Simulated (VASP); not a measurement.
Level of theory: AM05 GGA, VASP's PBE PAW potentials (set 64) (plane waves; VASP).

A VASP calculation is set up with these files.

### POSCAR
```
RuAl
1
    2.9900000000     0.0000000000     0.0000000000
    0.0000000000     2.9900000000     0.0000000000
    0.0000000000     0.0000000000     2.9900000000
Al Ru
1 1
Direct
  0.5000000000   0.5000000000   0.5000000000
  0.0000000000   0.0000000000   0.0000000000
```

**KPOINTS**
```
Automatic mesh
0
Gamma
11 11 11
0 0 0
```

INCAR:
```
# general
SYSTEM   =  RuAl
PREC     =  Accurate
ENCUT    =  520   # plane-wave cut-off (eV)
LREAL    =  .FALSE.   # projection in real space or not
LASPH    =  .TRUE.

# electronic loop
EDIFF    =  1E-6   # SCF stop (eV)
NELM     =  100
ALGO     =  Normal   # blocked Davidson
LMAXMIX  =  4

# smearing
ISMEAR   =  1   # Methfessel-Paxton
SIGMA    =  0.1

# functional
GGA      =  AM   # AM05

# ions
IBRION   =  2
NSW      =  60   # most ionic steps
ISIF     =  3   # ions, shape and volume
EDIFFG   =  -0.01   # ionic stop

# output
LWAVE    =  .FALSE.
LCHARG   =  .FALSE.
```

POTCAR, in this order: Al Ru_pv (PBE.64 set). Program: vasp_std.

The resulting files:

**OUTCAR**
```
 ion  position               nearest neighbor table
   1  0.500  0.500  0.500-   2 2.59   2 2.59   2 2.59   2 2.59   2 2.59   2 2.59   2 2.59   2 2.59
  LATTYP: Found a simple cubic cell.
 ALAT       =     2.9900000000
 Subroutine PRICEL returns:
 Original cell was already a primitive cell.
 Subroutine GETGRP returns: Found 48 space group operations
The static configuration has the point symmetry O_h .
The dynamic configuration has the point symmetry O_h .
 Subroutine INISYM returns: Found 48 space group operations
 Subroutine IBZKPT returns following result:
 Found     56 irreducible k-points:

 Following reciprocal coordinates:
            Coordinates               Weight
  0.000000  0.000000  0.000000      1.000000
  0.090909  0.000000  0.000000      6.000000
  0.181818  0.000000  0.000000      6.000000
  0.272727  0.000000  0.000000      6.000000
  0.363636  0.000000  0.000000      6.000000
  0.454545  0.000000  0.000000      6.000000
  0.090909  0.090909  0.000000     12.000000
  0.181818  0.090909  0.000000     24.000000
  0.272727  0.090909  0.000000     24.000000
  0.363636  0.090909  0.000000     24.000000
...
```

### OSZICAR
```
       N       E                     dE             d eps       ncg     rms          rms(c)
DAV:   1     0.114262315780E+03    0.11426E+03   -0.93849E+03  1352   0.133E+03
DAV:   2    -0.135108879781E+02   -0.12777E+03   -0.12324E+03  1460   0.351E+02
DAV:   3    -0.159223596323E+02   -0.24115E+01   -0.23336E+01  1608   0.490E+01
DAV:   4    -0.159473811351E+02   -0.25022E-01   -0.25007E-01  1488   0.484E+00
DAV:   5    -0.159480248102E+02   -0.64368E-03   -0.64366E-03  1692   0.715E-01    0.131E+01
DAV:   6    -0.152585759476E+02    0.68945E+00   -0.41955E+00  1416   0.233E+01    0.248E+00
DAV:   7    -0.151748220682E+02    0.83754E-01   -0.31275E-01  1408   0.670E+00    0.206E+00
DAV:   8    -0.151535180199E+02    0.21304E-01   -0.22851E-02  1480   0.137E+00    0.213E-01
DAV:   9    -0.151533189770E+02    0.19904E-03   -0.31632E-04  1600   0.161E-01    0.124E-01
DAV:  10    -0.151533055256E+02    0.13451E-04   -0.33735E-05  1680   0.782E-02    0.989E-03
DAV:  11    -0.151533051001E+02    0.42552E-06   -0.12419E-06   988   0.143E-02
   1 F= -.15153305E+02 E0= -.15152962E+02  d E =-.151533E+02
       N       E                     dE             d eps       ncg     rms          rms(c)
DAV:   1    -0.157845025684E+02   -0.63120E+00   -0.96603E+00  1380   0.439E+01    0.819E+00
DAV:   2    -0.151901745651E+02    0.59433E+00   -0.35448E+00  1396   0.226E+01    0.286E+00
DAV:   3    -0.151461475456E+02    0.44027E-01   -0.16463E-01  1392   0.484E+00    0.868E-01
DAV:   4    -0.151451675963E+02    0.97995E-03   -0.17490E-02  1384   0.110E+00    0.213E-01
DAV:   5    -0.151452891811E+02   -0.12158E-03   -0.20837E-04  1652   0.141E-01    0.127E-01
DAV:   6    -0.151453682161E+02   -0.79035E-04   -0.67939E-05  1472   0.706E-02    0.174E-02
DAV:   7    -0.151453692937E+02   -0.10776E-05   -0.25803E-06  1616   0.163E-02    0.571E-03
DAV:   8    -0.151453690077E+02    0.28598E-06   -0.74056E-08   696   0.345E-03
   2 F= -.15145369E+02 E0= -.15145015E+02  d E =0.793609E-02
       N       E                     dE             d eps       ncg     rms          rms(c)
DAV:   1    -0.154071002316E+02   -0.26173E+00   -0.37160E+00  1376   0.277E+01    0.425E+00
DAV:   2    -0.151859709383E+02    0.22113E+00   -0.15492E+00  1408   0.148E+01    0.155E+00
DAV:   3    -0.151584457270E+02    0.27525E-01   -0.87819E-02  1404   0.349E+00    0.316E-01
DAV:   4    -0.151581910534E+02    0.25467E-03   -0.69524E-03  1408   0.576E-01    0.867E-02
DAV:   5    -0.151582456963E+02   -0.54643E-04   -0.36946E-04  1600   0.227E-01    0.583E-02
DAV:   6    -0.151582717559E+02   -0.26060E-04   -0.39347E-05  1504   0.679E-02    0.117E-02
DAV:   7    -0.151582725482E+02   -0.79231E-06   -0.31525E-06  1608   0.175E-02
   3 F= -.15158273E+02 E0= -.15157926E+02  d E =-.496745E-02
```

**OUTCAR**
```
------------------------ aborting loop because EDIFF is reached ----------------------------------------
  FORCE on cell =-STRESS in cart. coord.  units (eV):
  Direction    XX          YY          ZZ          XY          YZ          ZX
  --------------------------------------------------------------------------------------
  Total       -0.0041130     -0.0041130     -0.0041130      0.0000000     -0.0000000      0.0000000
  in kB       -0.2506396     -0.2506396     -0.2506396      0.0000000     -0.0000000      0.0000000
  external PRESSURE =      -0.2506396 kB  Pullay stress =       0.0000000 kB
  volume of cell :       26.29
      direct lattice vectors                 reciprocal lattice vectors
     2.973535949  0.000000000 -0.000000000     0.336299953 -0.000000000 -0.000000000
     0.000000000  2.973535949  0.000000000    -0.000000000  0.336299953 -0.000000000
     0.000000000  0.000000000  2.973535949     0.000000000 -0.000000000  0.336299953
 POSITION                                       TOTAL-FORCE (eV/Angst)
 -----------------------------------------------------------------------------------
      1.48677      1.48677      1.48677        -0.000000     -0.000000      0.000000
      0.00000      0.00000      0.00000         0.000000      0.000000      0.000000
 -----------------------------------------------------------------------------------
    total drift:                                0.000000      0.000000      0.000000
  FREE ENERGIE OF THE ION-ELECTRON SYSTEM (eV)
  ---------------------------------------------------
  free  energy   TOTEN  =       -15.1582725482 eV

  energy  without entropy=      -15.1572320362  energy(sigma->0) =      -15.15792571

 reached required accuracy - stopping structural energy minimisation
```
(Selected blocks of OUTCAR.)

**CONTCAR**
```
RuAl
   1.00000000000000
     2.9735359485907700    0.0000000000000000   -0.0000000000000000
     0.0000000000000000    2.9735359485907700    0.0000000000000000
     0.0000000000000000    0.0000000000000000    2.9735359485907700
  Al              Ru
     1     1
Direct
     0.5000000000000000    0.5000000000000000    0.5000000000000000
     0.0000000000000000    0.0000000000000000    0.0000000000000000
```

### OUTCAR
```
 val. band max:       10.8349489812   @ k =   0.2727   0.0909   0.0909

 cond. band min:      10.8506992854   @ k =   0.0909   0.0000   0.0000


 Fermi energy:        10.8481900195

 k-point     1 :       0.0000    0.0000    0.0000
  band No.  band energies     occupation
      1     -30.8547      2.00000
      2     -30.8547      2.00000
      3     -30.8547      2.00000
      4       1.0636      2.00000
      5       7.1538      2.00000
      6       7.1538      2.00000
      7      11.0514     -0.01438
      8      11.0514     -0.01438
      9      11.0514     -0.01438
     10      17.0221      0.00000
     11      17.0221      0.00000
     12      17.0221      0.00000

 k-point     2 :       0.0909    0.0000    0.0000
  band No.  band energies     occupation
      1     -30.8728      2.00000
      2     -30.8532      2.00000
      3     -30.8532      2.00000
      4       1.2248      2.00000
      5       7.2108      2.00000
      6       7.2109      2.00000
      7      10.8507      0.95754
      8      10.8507      0.95754
      9      11.0714     -0.00703
     10      16.2801      0.00000
     11      17.3434      0.00000
     12      17.3434      0.00000

 k-point     3 :       0.1818    0.0000    0.0000
  band No.  band energies     occupation
      1     -30.9213      2.00000
      2     -30.8491      2.00000
      3     -30.8491      2.00000
      4       1.6961      2.00000
      5       7.3070      2.00000
      6       7.3701      2.00000
      7      10.3820      2.00000
      8      10.3820      2.00000
      9      11.1257     -0.00062
     10      14.9137      0.00000
     11      18.1742      0.00000
     12      18.1742      0.00000

 k-point     4 :       0.2727    0.0000    0.0000
  band No.  band energies     occupation
      1     -30.9843      2.00000
      2     -30.8437      2.00000
      3     -30.8437      2.00000
      4       2.4420      2.00000
      5       7.2141      2.00000
      6       7.5937      2.00000
...
```

The compound is RuAl in the CsCl type structure. This run relaxes it. Symmetry was kept, so distortions that lower it aren't found. The electron count is odd and the run is not spin-polarised, which forces a metal.
